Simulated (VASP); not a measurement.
Mg3CdSe2O2:

```
Mg Cd Se O
1.0
     4.62781    0.00000    0.00000
    -2.31390    4.00780    0.00000
     0.00000    0.00000    8.20477
Mg Cd Se O
3 1 2 2
Direct
  0.33333 0.66667 0.50000
  0.66667 0.33333 0.50000
  0.00000 0.00000 0.00000
  0.00000 0.00000 0.50000
  0.00000 0.00000 0.25157
  0.00000 0.00000 0.74843
  0.33333 0.66667 0.00000
  0.66667 0.33333 0.00000
```

The cell was built by a generator and needn't be a form met in nature.

* Program: VASP 6.6.1
* Task: relaxation of cell and atoms
* Functional: PBE
* Potentials or basis: VASP PAW PBE potentials, release 64 (Mg, Cd, Se, O)
* Cutoff: 520 eV
* k mesh: 4 × 4 × 2
* Occupations: gaussian, width 0.15 eV
* Spin: no spin polarisation

At the start: pressure 28.9 GPa; volume 19.02 Å³/atom.

Question: Where does the relaxation end?

Answer: Over 10 steps the energy falls by 790.5 meV/atom and the volume is 24.01 Å³/atom (+26.2 %); space group P6/mmm (No. 191, to 0.05 Å).

The path:
| step | energy change (eV) | largest force (eV/Å) | pressure (GPa) | volume (Å³) |
| --- | --- | --- | --- | --- |
| 1 | 0.0000 | 5.1657 | 28.85 | 152.18 |
| 2 | -3.7163 | 0.7795 | -5.71 | 231.61 |
| 3 | -5.5994 | 2.8402 | 1.30 | 189.08 |
| 4 | -5.5943 | 2.7069 | 0.53 | 191.88 |
| 5 | -5.5986 | 2.7445 | 0.73 | 190.99 |
| 6 | -6.0538 | 1.4192 | -1.44 | 195.70 |
| 7 | -6.1580 | 0.9178 | -2.28 | 198.99 |
| 8 | -6.1681 | 0.8037 | -2.42 | 200.07 |
| 9 | -6.3121 | 0.3796 | 0.36 | 190.19 |
| 10 | -6.3236 | 0.0584 | -0.33 | 192.12 |

Final structure:
```
Mg Cd Se O
1.0
     4.65369    0.00000    0.00000
    -2.32685    4.03022    0.00000
     0.00000    0.00000   10.24331
Mg Cd Se O
3 1 2 2
Direct
  0.33333 0.66667 0.50000
  0.66667 0.33333 0.50000
  0.00000 0.00000 0.00000
  0.00000 0.00000 0.50000
  0.00000 0.00000 0.25934
  0.00000 0.00000 0.74066
  0.33333 0.66667 0.00000
  0.66667 0.33333 0.00000
```

Caveat: the k mesh is coarse (spacing up to 0.39 Å⁻¹), so the values aren't converged; the volume moved by over 15 % at a fixed basis, so the end points are rough.
